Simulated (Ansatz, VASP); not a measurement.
# Co3Sn2S2: VASP beside Ansatz, part 2 of 2

Aim: how closely do two programs agree when they are given the same cell, functional and k mesh?

VASP 6.6.1 and Ansatz 0.2.0.

So far: Set-up; VASP: relaxation of cell and atoms, PBEsol, DFT+U.

### Step 3. Ansatz: relaxation of cell and atoms, PBEsol, DFT+U

Level of this step: Ansatz beside VASP: Kohn-Sham DFT, plane waves, PBEsol, DFT+U (Ansatz).

Ansatz runs on its default PAW (the set named soft_2) files.

The same cell, functional, mesh and smearing now go to Ansatz, which takes its cutoff from its data sets.

Input file input.yaml:

```yaml
crystal:
  lattice:
    - [2.678695, 1.5465452793, 4.3758]
    - [-2.678695, 1.5465452793, 4.3758]
    - [0.0, -3.0930905587, 4.3758]
  atoms:
    - { symbol: Co, position: [0.0, 0.0, 0.5], spin: 2.0 }
    - { symbol: Co, position: [0.5, 0.0, 0.0], spin: 2.0 }
    - { symbol: Co, position: [0.0, 0.5, 0.0], spin: 2.0 }
    - { symbol: Sn, position: [0.5, 0.5, 0.5] }
    - { symbol: Sn, position: [0.0, 0.0, 0.0] }
    - { symbol: S, position: [0.283, 0.283, 0.283] }
    - { symbol: S, position: [0.717, 0.717, 0.717] }
hamiltonian:
  xc: pbesol
  pseudopotentials: { kind: paw }
  hubbard: { sites: [{ species: Co, l: d, u_eff: 5.0 }] }
magnetization:
  spin_polarized: true
kpoints:
  mp_grid: { grid: [6, 6, 6] }
scf:
  occupations: { method: gaussian, width: 0.05 }
relax:
  f_tol: 0.01
  max_steps: 60
  cell: { stress_tol: 0.05 }
output:
  forces: true
  stress: true
  write_density: true
  write_potential: true
  elf: true
  volumetric_format: npy
```

Launch:

```bash
ansatz run input.yaml --threads 4 --pin off --max-ram 9216MiB --backend cpu --events-out ev --progress --plain --runs-dir out
```

Numbers of over 12 decimals in the logs are rounded to 6 here.

Log:

```text
Co: projections on atomic orbitals take those of the free atom [Ne] 3s2 3p6 3d7 4s2, of charge +0.00 (hamiltonian.pseudopotentials.projection_atoms); the dataset's partial waves leave at most 1.4e-6 of an orbital's norm unspanned inside its sphere
Sn: projections on atomic orbitals take those of the free atom [Kr] 4d10 5s2 5p2, of charge +0.00 (hamiltonian.pseudopotentials.projection_atoms); the dataset's partial waves leave at most 5.0e-6 of an orbital's norm unspanned inside its sphere
S: projections on atomic orbitals take those of the free atom [Ne] 3s2 3p4, of charge +0.00 (hamiltonian.pseudopotentials.projection_atoms); the dataset's partial waves leave at most 1.6e-7 of an orbital's norm unspanned inside its sphere
Engine: ansatz 0.2.0, aarch64-unknown-linux-gnu
Pseudopotentials: kind: paw
Pseudopotential: Co, paw, valence charge 17, recommended cutoff 420 eV (normal), Co.paw.azcp
Pseudopotential: Sn, paw, valence charge 14, recommended cutoff 420 eV (normal), Sn.paw.azcp
Pseudopotential: S, paw, valence charge 6, recommended cutoff 420 eV (normal), S.paw.azcp
Functional definition: PBEsol
  exchange = pbesol_x
  correlation = pbesol_c
Crystal: 7 atoms, lattice volume = 108.766 Å³
Basis set: ecut = 420 eV, 2109 PW (Γ), exchange–correlation on 72×72×72 points (8 copies of the dense FFT grid, shifted against one another)
Bands: 59, of which v1, the nominal top of the filled ones, is band 46 counted from 1 (45 counted from 0)
Symmetry: 12 space group operations
Space group: R-3m (ITA 166), of the structure as read, at distance tolerance 4.8e-5 Å
Magnetic group: BNS 166.97 (UNI 1327), of the structure as read, at distance tolerance 4.8e-5 Å
k-points: 32 of 216
Non-local potential: Co, projectors of the file, l = 0: 3, l = 1: 2, l = 2: 3, l = 3: 1
Non-local potential: Sn, projectors of the file, l = 0: 2, l = 1: 2, l = 2: 2, l = 3: 2
Non-local potential: S, projectors of the file, l = 0: 2, l = 1: 2, l = 2: 2
PAW form: soft (Blöchl's): semilocal exchange-correlation on the pseudo side does not see the compensation charge
PAW frozen core: Co, regenerated for the run's functional, and the local potential with it (the file was generated under x = pbe(κ = 0.804, μ = 0.219515), c = pbe(β = 0.066725))
PAW frozen core: Sn, regenerated for the run's functional, and the local potential with it (the file was generated under x = pbe(κ = 0.804, μ = 0.219515), c = pbe(β = 0.066725))
PAW frozen core: S, regenerated for the run's functional, and the local potential with it (the file was generated under x = pbe(κ = 0.804, μ = 0.219515), c = pbe(β = 0.066725))
PAW one-centre angular grid: Co, 590 points (default); XC on 64 Gauss nodes
PAW one-centre angular grid: Sn, 590 points (default); XC on 64 Gauss nodes
PAW one-centre angular grid: S, 110 points (default); XC on 64 Gauss nodes
Initial density: superposition of atomic densities (chi_scale 0.1, normalization cell, long waves kept (reshape's long-wave potential 0.01 eV rms))
Starting moments: Σ|m| = 6 μB on 3 of 7 sites
Initial wavefunctions: pseudopotential atomic-orbital guess
Functional: x = pbesol(κ = 0.804, μ = 0.123457), c = pbesol(β = 0.046)
SCF iter   1: F=—  HF=-28949.106562 eV  |F-HF|=—  |Δ(HF+E_count)|=         —  Δρ=2.34e-1 (↑5.56e-2 ↓2.34e-1)  dr2=9.26e1  dr2_m=8.75e0  M=1.852 μB ∫|m|=2.297 μB  β_m=0.30  ethr=3.10e-3  ⟨swp⟩=6.6  Hψ=14605  notcnv=0  defer=28
preconditioner: auto → Kerker (q_TF=auto, 2.648 Å⁻¹)  [metal: Δε(μ)=0.024 eV  Ē_g=14.320 eV  σ=0.050 eV  W_gap=0.27  n_scr=26 (ndim 8)  ℏωp=29.1 eV  f_vac=0.000  D(μ)=4.26/eV (n_scr^D=26)]
spin=Collinear: Kerker preconditioning applied to the charge; magnetization (m = ρ↑ − ρ↓) channel mixes plain (no charge-response kernel on spin).
SCF iter   2: F=—  HF=-28942.298571 eV  |F-HF|=—  |Δ(HF+E_count)|=    6.81e0  Δρ=5.86e-2 (↑5.86e-2 ↓3.62e-2)  dr2=6.16e0  dr2_m=5.64e-1  M=2.981 μB ∫|m|=4.013 μB  β_m=0.30  ethr=3.10e-3  ⟨swp⟩=3.0  Hψ=8731  notcnv=0  defer=371
SCF iter   3: F=—  HF=-28941.534247 eV  |F-HF|=—  |Δ(HF+E_count)|=   7.64e-1  Δρ=4.78e-2 (↑3.01e-2 ↓4.78e-2)  dr2=6.97e0  dr2_m=1.02e0  M=2.312 μB ∫|m|=3.468 μB  β_m=0.30  ethr=3.10e-3  ⟨swp⟩=2.1  Hψ=5915  notcnv=0  defer=382
SCF iter   4: F=—  HF=-28941.437238 eV  |F-HF|=—  |Δ(HF+E_count)|=   9.70e-2  Δρ=7.39e-2 (↑3.62e-2 ↓7.39e-2)  dr2=1.15e1  dr2_m=4.56e-1  M=3.866 μB ∫|m|=4.989 μB  β_m=1.00  ethr=3.10e-3  ⟨swp⟩=3.9  Hψ=6707  notcnv=0  defer=400
SCF iter   5: F=—  HF=-28940.554274 eV  |F-HF|=—  |Δ(HF+E_count)|=   8.83e-1  Δρ=2.18e-2 (↑2.18e-2 ↓1.16e-2)  dr2=3.89e-1  dr2_m=1.52e-1  M=3.315 μB ∫|m|=4.541 μB  β_m=0.30  ethr=3.10e-3  ⟨swp⟩=2.5  Hψ=5314  notcnv=0  defer=360
SCF iter   6: F=—  HF=-28940.850753 eV  |F-HF|=—  |Δ(HF+E_count)|=   2.96e-1  Δρ=4.69e-2 (↑9.40e-3 ↓4.69e-2)  dr2=2.23e0  dr2_m=5.05e-1  M=2.755 μB ∫|m|=3.996 μB  β_m=0.30  ethr=4.27e-4  ⟨swp⟩=3.0  Hψ=7913  notcnv=0  defer=368
SCF iter   7: F=—  HF=-28940.775518 eV  |F-HF|=—  |Δ(HF+E_count)|=   7.52e-2  Δρ=1.70e-2 (↑6.00e-3 ↓1.70e-2)  dr2=1.28e-1  dr2_m=1.11e-1  M=2.932 μB ∫|m|=4.215 μB  β_m=1.00  ethr=4.27e-4  ⟨swp⟩=2.4  Hψ=5171  notcnv=0  defer=371
[...]
SCF iter  34: F=—  HF=-28942.136442 eV  |F-HF|=—  |Δ(HF+E_count)|=   1.55e-6  Δρ=1.41e-5 (↑5.03e-6 ↓1.41e-5)  dr2=3.22e-7  dr2_m=2.55e-8  M=3.244 μB ∫|m|=5.154 μB  β_m=1.00  ethr=2.43e-10  ⟨swp⟩=2.5  Hψ=6483  notcnv=0  defer=356
SCF iter  35: F=-28942.136442 eV  HF=-28942.136442 eV  |F-HF|=1.10e-8  |Δ(HF+E_count)|=   1.78e-7  Δρ=3.21e-6 (↑6.72e-7 ↓3.21e-6)  dr2=1.32e-8  dr2_m=2.04e-9  M=3.244 μB ∫|m|=5.154 μB  ethr=1.10e-10  ⟨swp⟩=1.0  Hψ=9571  notcnv=0
SCF 1 converged in 35 iterations: F = -28942.136442 eV  dr2 = 1.32e-8
Symmetry: 4 space group operations
k-points: 68 of 216
Initial density: read from a saved state, or passed on in memory by an earlier SCF of this step, an earlier step, the calling program or the single point that the run made first
Initial wavefunctions: those read from a saved state, or passed on in memory by an earlier step or the calling program
iter 1 solved again at ethr=1.46e-11 eV; its pass at ethr=1.10e-6 eV (dr2=1.33e-8 eV) is discarded
SCF iter   1: F=—  HF=-28942.136442 eV  |F-HF|=—  |Δ(HF+E_count)|=         —  Δρ=3.20e-6 (↑6.76e-7 ↓3.20e-6)  dr2=1.32e-8  dr2_m=2.02e-9  M=3.244 μB ∫|m|=5.154 μB  ethr=1.46e-11  ⟨swp⟩=1.0  Hψ=37174  notcnv=0
spin=Collinear: Kerker preconditioning applied to the charge; magnetization (m = ρ↑ − ρ↓) channel mixes plain (no charge-response kernel on spin).
SCF iter   2: F=—  HF=-28942.136440 eV  |F-HF|=—  |Δ(HF+E_count)|=   2.22e-6  Δρ=1.25e-5 (↑1.25e-5 ↓1.02e-5)  dr2=3.78e-7  dr2_m=2.24e-8  M=3.244 μB ∫|m|=5.154 μB  ethr=1.10e-6  ⟨swp⟩=1.0  Hψ=21760  notcnv=0
SCF iter   3: F=—  HF=-28942.136442 eV  |F-HF|=—  |Δ(HF+E_count)|=   2.22e-6  Δρ=3.73e-6 (↑3.20e-6 ↓3.73e-6)  dr2=4.57e-8  dr2_m=3.15e-10  M=3.244 μB ∫|m|=5.154 μB  ethr=1.10e-10  ⟨swp⟩=1.0  Hψ=16592  notcnv=0
SCF iter   4: F=-28942.136442 eV  HF=-28942.136442 eV  |F-HF|=7.64e-10  |Δ(HF+E_count)|=   2.70e-9  Δρ=4.28e-7 (↑3.57e-7 ↓4.28e-7)  dr2=9.30e-10  dr2_m=1.52e-11  M=3.244 μB ∫|m|=5.154 μB  ethr=6.13e-11  ⟨swp⟩=1.0  Hψ=16592  notcnv=0
a single-point calculation of the run's input, under the relaxation's own `scf.mixing.negative_modes` where the relaxation goes by `scf.lower_state_search: light` itself or types `scf.max_iter`, was made at the relaxed geometry, from the atoms, in 39 SCF iterations in all. It converged +0.0 meV from the relaxation's final energy, with moments (1.35, 1.35, 1.35, -0.15, -0.04, -0.13, -0.13 Bohr magnetons, atom by atom), which does not count as lower, and the relaxation's result stands. No further magnetic order was relaxed to its end, and one can end lower (see `relax.adjacent_minimum`).
SCF converged after 9 iterations
Magnetization: 3.2443 μB (47.1222 up, 43.8778 down)
Absolute magnetization: 5.1606 μB (∫|ρ↑−ρ↓|, with the PAW one-centre terms)
Spin contamination: 0.7180 ħ² per cell (⟨S²⟩ above its minimum at these occupations)
Per-site moments (μB) at R_I (Å): [(1.353609, 0.925504), (1.353609, 0.925504), (1.353609, 0.925504), (-0.154665, 1.119400), (-0.038182, 1.126938), (-0.130800, 0.925504), (-0.130800, 0.925504)]
Free energy (F): -28942.136442 eV
Harris-Foulkes:  -28942.136442 eV  (|F-HF|=1.82e-11)
Internal energy: -28942.132998 eV  (E = F + TS)
E sigma→0 (E₀):  -28942.134720 eV
Entropy (-TS):   -0.003444 eV (-0.492 meV/atom)
Fermi energy:    12.678401 eV
--- Per-component energies (eV) ---
  E_band       = -1060.648527
  E_kinetic    = 1951.337358
  E_local      = -13644.480139  (includes V_loc(G=0)·N_el)
  E_nonlocal   = 1398.466697
  E_hartree    = 6238.093306
  E_xc         = -1421.982468
  E_vxc        = -979.545621  (∫ρ·V_xc dr)
  E_hubbard    = 6.095119  (on-site DFT+U / exact-exchange correction)
  E_vhub       = -47.220952  (the Hubbard potential's part of the band-sum identity)
  E_paw        = -13767.410717  (= ΣΔE_a)
  E_vpaw       = -2215.393360  (= ΣTr[D̂ρ^β])
  E_aug_tail   = 0.000243  (compensation charges beyond the density's cutoff)
  E_ewald      = -9703.511234
  E_core_change = 1.258836  (= ΣΔE_core)
  E_smearing   = -0.003444  (= −TS)
  E_closure    = 0.000000  (closes the sum)
  Σ components = -28942.136442   (vs F -28942.136442, Δ=0.00e0)
--- Forces (eV/Å), atoms counted from 1 ---
  atom   1  Co    -0.00000000    -0.00000000     0.00000000
  atom   2  Co     0.00000000    -0.00000000     0.00000000
  atom   3  Co     0.00000000     0.00000000     0.00000000
  atom   4  Sn    -0.00000000     0.00000000    -0.00000000
  atom   5  Sn    -0.00000000     0.00000000     0.00000000
  atom   6  S     -0.00000000    -0.00000000     0.00084529
  atom   7  S      0.00000000     0.00000000    -0.00084529
  max |Σ_I F_I| component: 6.94e-18 eV/Å
--- Stress (GPa, compression-positive) ---
        0.001841       0.000000      -0.000000
        0.000000       0.001841      -0.000000
       -0.000000      -0.000000       0.003564
  P = ⅓ Tr σ = 0.0024 GPa (0.024 kbar)
--- Band table (eV; the first three rows and the last of 64) ---
  k-point 0 ↑: bands = [... 42 lower, 10.3786, 10.7151, 10.7151, 10.7955, 11.2584, 11.6377, 11.6377, 12.5144, ... 9 higher]
  k-point 1 ↑: bands = [... 42 lower, 10.2182, 10.3561, 10.5936, 11.3349, 11.5193, 11.9925, 12.6781, 13.1093, ... 9 higher]
  k-point 2 ↑: bands = [... 42 lower, 10.2023, 10.6100, 11.3520, 11.6206, 11.7234, 12.9680, 13.1092, 14.7582, ... 9 higher]
  k-point 31 ↓: bands = [... 42 lower, 12.6184, 12.6184, 14.4578, 14.4578, 15.1316, 15.1316, 15.4892, 16.3029, ... 9 higher]
--- Relaxed structure (6 steps of the walk, 6 accepted, 2 SCFs on fresh bases) ---
  F+E_penalty+E_count = -28942.13644245 eV   max|allowed force component| = 8.453e-4 eV/Å   (the final SCF, on the basis selected at the relaxed cell)
  cell:  # Å, volume = 114.1869 Å³
    - [2.713696, 1.566753, 4.476138]
    - [-2.713696, 1.566753, 4.476138]
    - [0, -3.133506, 4.476138]
  atoms:
    - { symbol: Co, position: [2.7755575615628914e-17, 2.7755575615628914e-17, 0.5] }
    - { symbol: Co, position: [0.5, 2.7755575615628914e-17, 0.0] }
    - { symbol: Co, position: [2.7755575615628914e-17, 0.5, 0.0] }
    - { symbol: Sn, position: [0.5, 0.5, 0.5] }
    - { symbol: Sn, position: [0, 0, 0] }
    - { symbol: S, position: [0.286264, 0.286264, 0.286264] }
    - { symbol: S, position: [0.713736, 0.713736, 0.713736] }
```

Elapsed: 3.1 min, on 4 threads of Arm Neoverse V2, shared host; peak memory 2.8 GiB.

### Step 4. Comparison

Known differences besides the potentials themselves: U acts on the PAW sphere in VASP and on atomic orbitals in Ansatz, so only states and trends compare; both relaxations stop at a tolerance, which leaves soft axes loose, and VASP keeps its plane-wave basis; the data sets hold 91 valence electrons in Ansatz (default PAW (the set named soft_2) files) and 67 in VASP; the cutoff is 420 eV in Ansatz and 400 eV in VASP; Ansatz makes its cores anew for this functional, VASP keeps those of its PBE data sets; Ansatz adds a Pulay correction to the stress that steers its cell, VASP none; site moments are counted in spheres of each program's own size. Total energies have different zeros and are not compared.

The two programs side by side:

```
                                         quantity  Ansatz    VASP  difference
                                      volume (Å³)  114.19  110.37     +3.46 %
edge a after relaxation, in the typed setting (Å)   5.464   5.403     +1.13 %
                                total moment (μB)    3.24    3.24       +0.01
                               moment on Co1 (μB)    1.35    1.35        0.00
                               moment on Co2 (μB)    1.35    1.35        0.00
                               moment on Co3 (μB)    1.35    1.35        0.00
                               moment on Sn4 (μB)   -0.15   -0.23       +0.08
                                moment on S6 (μB)   -0.13   -0.11       -0.02
                                moment on S7 (μB)   -0.13   -0.11       -0.02
                               moment on Sn5 (μB)   -0.04   -0.05       +0.01
```

The walks stopped with 0.00 GPa left in Ansatz and 0.05 GPa in VASP; each walk ends within a tolerance, so the volume difference is uncertain by about these residues over the bulk modulus, most in soft cells.

### Step 5. Results

| Item | Value |
| --- | --- |
| difference in volume (relaxation of cell and atoms, PBEsol, DFT+U) | 3.5 % |

In words: The difference in volume is 3.5 % (relaxation of cell and atoms, PBEsol, DFT+U). How closely two codes agree says nothing of how well the functional describes the real material.

[Lines on the potential files, build, host, timing and source positions are cut from VASP's logs without a mark.]

[Logs are printed without paths, hosts, clocks, repeated set-up lines and the standing remarks that a program may print on its own settings, such as how far it seeks lower states.]

[Hosts, paths, dates, database ids (printed as entryN), source tags and the programs' standing remarks are cut or masked in the printed files.]
